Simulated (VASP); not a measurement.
Given:

```xyz
1
Lattice="2.8985 0.0000 0.0000 0.0000 2.8985 0.0000 0.0000 0.0000 2.8985" Properties=species:S:1:pos:R:3 pbc="T T T"
Zr     0.0000     0.0000     0.0000
```

Calculation: r2SCAN meta-GGA, VASP's PBE PAW potentials (set 64) (plane waves; VASP). Numerical set-up: 400 eV cut-off, 14×14×14 Γ-centred mesh, tetrahedra with Blöchl corrections, potentials Zr_sv.

**Question.** The job: Zr (relaxed from the simple-cubic structure, space group Pm-3m), 1 atom, r2SCAN, static run, 400 eV, 14×14×14 Γ-centred mesh. Roughly how much core time does it take on a busy server core?

**Answer.** About 3 core-minutes (one run on a shared machine, a rough figure). It had 120 irreducible k-points, 10 bands, up to 466 plane waves and 22 electronic steps.

The structure was generated: Zr was put into the simple-cubic type (Pm-3m), which need not be its known phase. It was relaxed first, which changed the volume by -6 %.
